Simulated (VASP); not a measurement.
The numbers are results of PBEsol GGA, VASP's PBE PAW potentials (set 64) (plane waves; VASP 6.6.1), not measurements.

A VASP calculation is set up with these files.

INCAR:
```
! general
SYSTEM  = PbF2
PREC    = Accurate
ENCUT   = 600
LREAL   = .FALSE.
LASPH   = .TRUE.

! electronic loop
EDIFF   = 1E-7
NELM    = 100
ALGO    = Normal
LMAXMIX = 4

! smearing
ISMEAR  = 0
SIGMA   = 0.05

! functional
GGA     = PS

! ions
ISIF    = 2

! output
LWAVE   = .FALSE.
LCHARG  = .FALSE.
```

POSCAR:
```
PbF2
1
    0.0000000000     2.9474525079     2.9474525079
    2.9474525079     0.0000000000     2.9474525079
    2.9474525079     2.9474525079     0.0000000000
Pb F
1 2
Direct
  0.0000000000   0.0000000000   1.0000000000
  0.2500000000   0.2500000000   0.2500000000
  0.7500000000   0.7500000000   0.7500000000
```

File KPOINTS:
```
Automatic mesh
0
Gamma
6 6 6
0 0 0
```

POTCAR, in this order: Pb_d F (PBE.64 set). Program: vasp_std.

The run wrote:

File OSZICAR:
```
       N       E                     dE             d eps       ncg     rms          rms(c)
DAV:   1     0.320876062168E+03    0.32088E+03   -0.16076E+04   576   0.194E+03
DAV:   2     0.155712321273E+02   -0.30530E+03   -0.29352E+03   650   0.477E+02
DAV:   3    -0.155714727660E+02   -0.31143E+02   -0.30815E+02   666   0.166E+02
DAV:   4    -0.165145125377E+02   -0.94304E+00   -0.94205E+00   628   0.290E+01
DAV:   5    -0.165425715836E+02   -0.28059E-01   -0.28058E-01   646   0.519E+00    0.712E+00
DAV:   6    -0.149661688176E+02    0.15764E+01   -0.84192E+00   750   0.251E+01    0.262E+00
DAV:   7    -0.149491092722E+02    0.17060E-01   -0.37669E-01   586   0.437E+00    0.148E+00
DAV:   8    -0.149406121381E+02    0.84971E-02   -0.90101E-02   582   0.372E+00    0.459E-01
DAV:   9    -0.149385498357E+02    0.20623E-02   -0.17409E-02   648   0.103E+00    0.956E-02
DAV:  10    -0.149398377180E+02   -0.12879E-02   -0.17149E-03   576   0.424E-01    0.255E-02
DAV:  11    -0.149398472357E+02   -0.95177E-05   -0.94068E-05   634   0.107E-01    0.119E-02
DAV:  12    -0.149398657051E+02   -0.18469E-04   -0.55807E-05   608   0.761E-02    0.108E-02
DAV:  13    -0.149398640068E+02    0.16983E-05   -0.17967E-05   658   0.483E-02    0.205E-03
DAV:  14    -0.149398640738E+02   -0.67065E-07   -0.97696E-07   590   0.751E-03
   1 F= -.14939864E+02 E0= -.14939864E+02  d E =-.170171E-19
```

File OUTCAR:
```
------------------------ aborting loop because EDIFF is reached ----------------------------------------
  FORCE on cell =-STRESS in cart. coord.  units (eV):
  Direction    XX          YY          ZZ          XY          YZ          ZX
  --------------------------------------------------------------------------------------
  Total       -0.0237049     -0.0237049     -0.0237049      0.0000000      0.0000000     -0.0000000
  in kB       -0.7416153     -0.7416153     -0.7416153      0.0000000      0.0000000     -0.0000000
  external PRESSURE =      -0.7416153 kB  Pullay stress =       0.0000000 kB
  volume of cell :       51.21
      direct lattice vectors                 reciprocal lattice vectors
     0.000000000  2.947452508  2.947452508    -0.169638017  0.169638017  0.169638017
     2.947452508  0.000000000  2.947452508     0.169638017 -0.169638017  0.169638017
     2.947452508  2.947452508  0.000000000     0.169638017  0.169638017 -0.169638017
 POSITION                                       TOTAL-FORCE (eV/Angst)
 -----------------------------------------------------------------------------------
      0.00000      0.00000      0.00000         0.000000      0.000000      0.000000
      1.47373      1.47373      1.47373         0.000000     -0.000000      0.000000
      4.42118      4.42118      4.42118        -0.000000      0.000000     -0.000000
 -----------------------------------------------------------------------------------
    total drift:                                0.000000      0.000000      0.000000
  FREE ENERGIE OF THE ION-ELECTRON SYSTEM (eV)
  ---------------------------------------------------
  free  energy   TOTEN  =       -14.9398640738 eV

  energy  without entropy=      -14.9398640738  energy(sigma->0) =      -14.93986407
```
(Selected blocks of OUTCAR.)

The compound is PbF2 in the fluorite structure, the β form. It was relaxed first.
